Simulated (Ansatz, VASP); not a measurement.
# PtS2 in two plane-wave programs, part 2 of 2

One calculation is typed for both programs; each brings its own data sets. How far apart do they land? The cell is taken from a series of runs on this material, whose earlier steps may have relaxed, scaled, displaced or heated it; both programs get it as it stands.

VASP 6.6.1 and Ansatz 0.2.0.

So far: The structure; VASP: zone-centre phonons, PBE with D3(BJ).

### 3. Ansatz: zone-centre phonons, PBE with D3(BJ)

Level of this step: Ansatz beside VASP: Kohn-Sham DFT, plane waves, PBE with D3(BJ) (Ansatz).

Ansatz runs on its PAW soft_1 files.

The same cell, functional and mesh now go to Ansatz, which takes its cutoff from its data sets.

The input, input.yaml:

```yaml
crystal:
  lattice:
    - [3.5114242441, 0.0, 0.0]
    - [-1.7557121221, 3.0409825988, 0.0]
    - [0.0, 0.0, 4.8350406616]
  atoms:
    - { symbol: S, position: [0.3333333333, 0.6666666667, 0.2578601277] }
    - { symbol: S, position: [0.6666666667, 0.3333333333, 0.7421398723] }
    - { symbol: Pt, position: [0.0, 0.0, 0.0] }
kpoints:
  mp_grid: { grid: [12, 12, 8] }
hamiltonian:
  xc: pbe
  dispersion: d3bj
  pseudopotentials: { kind: paw, azcp: { folder: soft_1 } }
scf:
  occupations: { method: fixed }
output:
  eigenvalues: true
phonons:
  method: dfpt
```

Started as:

```console
ansatz run input.yaml --threads 4 --pin off --max-ram 10240MiB --backend cpu --events-out ev --progress --plain --runs-dir out
```

Numbers of over 12 decimals in the logs are rounded to 6 here.

What it wrote:

```text
Engine: ansatz 0.2.0, aarch64-unknown-linux-gnu
Pseudopotentials: kind: paw
Pseudopotential: S, paw, valence charge 6, recommended cutoff 420 eV (normal), soft_1/S.paw.azcp
Pseudopotential: Pt, paw, valence charge 18, recommended cutoff 420 eV (normal), soft_1/Pt.paw.azcp
Functional definition: PBE
  parameter kappa = 0.804
  parameter beta = 0.066725
  exchange = pbe_x(kappa = kappa, mu = beta*pi^2/3)
  correlation = pbe_c(beta = beta)
Crystal: 3 atoms, lattice volume = 51.629 Å³
Basis set: ecut = 420 eV, 983 PW (Γ), exchange–correlation on 48×48×72 points (8 copies of the dense FFT grid, shifted against one another)
Bands: 19, of which v1, the nominal top of the filled ones, is band 15 counted from 1 (14 counted from 0)
Symmetry: 12 space group operations
k-points: 320 of 1152 (irreducible under 2 space group operations, time reversal used)
Non-local potential: S, projectors of the file, l = 0: 2, l = 1: 2, l = 2: 1
Non-local potential: Pt, projectors of the file, l = 0: 3, l = 1: 2, l = 2: 2, l = 3: 1
PAW form: soft (Blöchl's): semilocal exchange-correlation on the pseudo side does not see the compensation charge
PAW one-centre angular grid: S, 110 points (default); XC on 64 Gauss nodes
PAW one-centre angular grid: Pt, 590 points (default); XC on 64 Gauss nodes
Initial density: superposition of atomic densities (chi_scale 0.1, normalization cell, long waves kept (reshape's long-wave potential 0.01 eV rms))
Initial wavefunctions: pseudopotential atomic-orbital guess
Functional: x = pbe(κ = 0.804, μ = 0.219515), c = pbe(β = 0.066725)
SCF iter   1: F=—  HF=-14331.647525 eV  |F-HF|=—  |Δ(HF+E_count)|=         —  Δρ=7.89e-2  dr2=2.78e0  ethr=3.10e-3  ⟨swp⟩=4.3  Hψ=26950  notcnv=0  defer=640
preconditioner: auto → Resta (q_TF=auto, 2.492 Å⁻¹)  ε∞=7.2  [insulator: Δε(μ)=0.909 eV  Ē_g=9.729 eV  n_scr=20 (ndim 8)  ℏωp=24.2 eV  f_vac=0.000  ε∞_Penn≈7.2]
SCF iter   2: F=—  HF=-14331.147039 eV  |F-HF|=—  |Δ(HF+E_count)|=   5.00e-1  Δρ=2.77e-2  dr2=2.11e-1  ethr=3.10e-3  ⟨swp⟩=3.1  Hψ=12683  notcnv=0  defer=640
SCF iter   3: F=—  HF=-14331.129587 eV  |F-HF|=—  |Δ(HF+E_count)|=   1.75e-2  Δρ=1.63e-2  dr2=5.75e-2  ethr=7.02e-4  ⟨swp⟩=2.0  Hψ=7616  notcnv=0  defer=640
SCF iter   4: F=—  HF=-14331.126784 eV  |F-HF|=—  |Δ(HF+E_count)|=   2.80e-3  Δρ=1.57e-3  dr2=1.19e-3  ethr=1.92e-4  ⟨swp⟩=2.7  Hψ=9236  notcnv=0  defer=640
SCF iter   5: F=—  HF=-14331.127378 eV  |F-HF|=—  |Δ(HF+E_count)|=   5.93e-4  Δρ=3.61e-4  dr2=1.18e-4  ethr=3.96e-6  ⟨swp⟩=2.0  Hψ=9669  notcnv=0  defer=640
SCF iter   6: F=—  HF=-14331.127461 eV  |F-HF|=—  |Δ(HF+E_count)|=   8.35e-5  Δρ=1.28e-4  dr2=1.83e-5  ethr=3.95e-7  ⟨swp⟩=2.0  Hψ=9540  notcnv=0  defer=638
SCF iter   7: F=—  HF=-14331.127462 eV  |F-HF|=—  |Δ(HF+E_count)|=   1.02e-6  Δρ=2.31e-5  dr2=3.84e-7  ethr=6.10e-8  ⟨swp⟩=2.0  Hψ=9005  notcnv=0  defer=38
SCF iter   8: F=—  HF=-14331.127465 eV  |F-HF|=—  |Δ(HF+E_count)|=   2.88e-6  Δρ=5.06e-6  dr2=1.76e-8  ethr=1.28e-9  ⟨swp⟩=2.0  Hψ=9048  notcnv=0  defer=5
SCF iter   9: F=—  HF=-14331.127465 eV  |F-HF|=—  |Δ(HF+E_count)|=   1.69e-8  Δρ=1.41e-6  dr2=1.55e-9  ethr=5.88e-11  ⟨swp⟩=2.0  Hψ=9409  notcnv=0  defer=5
SCF iter  10: F=-14331.127465 eV  HF=-14331.127465 eV  |F-HF|=2.18e-11  |Δ(HF+E_count)|=   1.39e-9  Δρ=3.24e-7  dr2=5.57e-11  ethr=1.00e-12  ⟨swp⟩=8.2  Hψ=46173  notcnv=0
SCF 1 converged in 10 iterations: F = -14331.127465 eV  dr2 = 5.57e-11
  greatest PAW one-centre occupation: 1.000 electrons in one spin orbital (limit 2), on the Pt atom at site 2 (counted from 0), in its partial waves of l = 0
DFPT response loops at Γ: preconditioner auto → Resta (q_TF=auto, 2.492 Å⁻¹)  ε∞=14.0 (no band partly filled); β = 1.00, the filter's whole step (`scf.mixing.beta` (0.50) is not read by the response loops at its default; to damp them type it under 1.00, their step now; it binds the ground state too); Broyden in place of MSR1
SCF converged after 10 iterations
Free energy (F): -14331.127465 eV
Harris-Foulkes:  -14331.127465 eV  (|F-HF|=2.18e-11)
Internal energy: -14331.127465 eV  (E = F + TS)
E sigma→0 (E₀):  -14331.127465 eV
Fermi energy:    12.420275 eV
--- Per-component energies (eV) ---
  E_band       = -286.564451
  E_kinetic    = 808.252799
  E_local      = -2818.897986  (includes V_loc(G=0)·N_el)
  E_nonlocal   = 272.283087
  E_hartree    = 1113.062689
  E_xc         = -410.639422
  E_vxc        = -437.599814  (∫ρ·V_xc dr)
  E_paw        = -10700.625914  (= ΣΔE_a)
  E_vpaw       = -336.729243  (= ΣTr[D̂ρ^β])
  E_aug_tail   = 0.001137  (compensation charges beyond the density's cutoff)
  E_ewald      = -2593.205600
  E_disp       = -1.358255  (pairwise vdW)
  E_smearing   = -0.000000  (= −TS)
  E_closure    = 0.000000  (closes the sum)
  Σ components = -14331.127465   (vs F -14331.127465, Δ=0.00e0)
--- Band table (eV; the first three rows and the last of 320) ---
  k-point 0: bands = [... 11 lower, 9.8541, 11.0176, 11.0176, 12.4203, 13.8429, 13.8429, 16.3830, 17.7277]
  k-point 1: bands = [... 11 lower, 9.8127, 10.9422, 10.9422, 12.1570, 13.9785, 13.9785, 16.5184, 18.0265]
  k-point 2: bands = [... 11 lower, 9.6536, 10.7760, 10.7760, 11.5966, 14.3048, 14.3048, 16.9115, 18.6836]
  k-point 319: bands = [... 11 lower, 9.0597, 9.1340, 9.7127, 10.3253, 14.0667, 14.1070, 18.6563, 19.2102]
--- Phonons (Γ-DFPT): 4 representative perturbations + reference, on 320 of 1152 k-points (Σ response iterations 12) ---
  k mesh reduced under 2 symmetry operations, with k and −k counted as one. Each operation leaves every solved perturbation unchanged. A smaller set is not used because it would not reduce the number of displacements times k-points to solve
  ASR residual: 2.133e-4 → 0.000e0 eV/Å²; symmetrization residual: 5.206e-6 eV/Å²
  pairwise dispersion correction: d3bj (s6 = 1.0, s8 = 0.7875, a1 = 0.4289, a2_bohr = 4.4407), with the weights of each atom's references fixed at the reference crystal's, and the forces and stress that the weights' published response gives there kept as a pressure on the atom's counted neighbours (hamiltonian.dispersion)
  ASR residual per site (eV/Å²): 8.59e-5 8.59e-5 2.13e-4
  Γ frequencies (cm⁻¹): 0.00 0.00 0.00 299.85 299.85 315.75 315.75 322.16 338.67
  non-analytic LO–TO correction: not included (Born effective charges unavailable; polar crystals: no LO–TO splitting at Γ)
```

The column dr2 measures how far the density is from self-consistency, as an energy; F and HF (Harris–Foulkes) agree once it is small.

### 4. Comparison

Known differences besides the potentials themselves: fixed occupations in Ansatz, narrow Gaussian smearing in VASP; the data sets hold 30 valence electrons in Ansatz (on its PAW soft_1 files) and 22 in VASP; the cutoff is 420 eV in Ansatz and 500 eV in VASP; Ansatz takes the dispersion share of the force constants at frozen C6 weights, VASP differentiates the full forces; VASP uses finite displacements, Ansatz perturbation theory. Total energies have different zeros and are not compared.

Both answers:

```
                  quantity  Ansatz   VASP  difference
optical mode 1 to 2 (cm⁻¹)   299.9  298.9     +0.33 %
optical mode 3 to 4 (cm⁻¹)   315.8  315.3     +0.15 %
     optical mode 5 (cm⁻¹)   322.2  322.3     -0.03 %
     optical mode 6 (cm⁻¹)   338.7  338.0     +0.21 %
```

Modes are paired by rising frequency, not by their patterns, so a pair may set unlike modes beside each other; they are those without the splitting of longitudinal modes.

### 5. Outcome

```yaml
r_m_s_difference_of_the_optical_zone_centre_modes_each_program_s_sorted_by_frequency_zone_centre_phonons_pbe_with_d3_bj: 0.69 cm⁻¹
```

What this shows: The r.m.s. difference of the optical zone-centre modes, each program's sorted by frequency is 0.69 cm⁻¹ (zone-centre phonons, PBE with D3(BJ)). The data sets hold unlike numbers of valence electrons (30 in Ansatz and 22 in VASP), so part of the differences comes from the potentials. How closely two codes agree says nothing of how well the functional describes the real material.

[Lines on the potential files, build, host, timing and source positions are cut from VASP's logs without a mark.]

[Logs are printed without paths, hosts, clocks, repeated set-up lines and the standing remarks that a program may print on its own settings, such as how far it seeks lower states.]

[Hosts, paths, dates, database ids (printed as entryN), source tags and the programs' standing remarks are cut or masked in the printed files.]
